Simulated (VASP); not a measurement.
```
SnC
1.0
    3.55299     0.00000     0.00000
   -1.77649     3.07698     0.00000
    0.00000     0.00000     5.81533
Sn C
2 2
Direct
  0.33333   0.66667   0.99976
  0.66667   0.33333   0.49976
  0.33333   0.66667   0.37524
  0.66667   0.33333   0.87524
```

The numbers are results of PBEsol GGA, VASP's PBE PAW potentials (set 64) (plane waves; VASP), not measurements. Settings: 520 eV cut-off, 8×8×5 Γ-centred mesh, tetrahedra with Blöchl corrections, potentials Sn_d C.

### Question
Estimate the energy per atom (σ→0).

### Answer

| Quantity | Result |
|---|---|
| energy per atom (σ→0) | -6.180 eV/atom |

The absolute energy has meaning only against runs of the same code, potentials and settings.

The structure was generated: SnC was put into the wurtzite type (P6_3mc), which need not be its known phase. It was relaxed first.
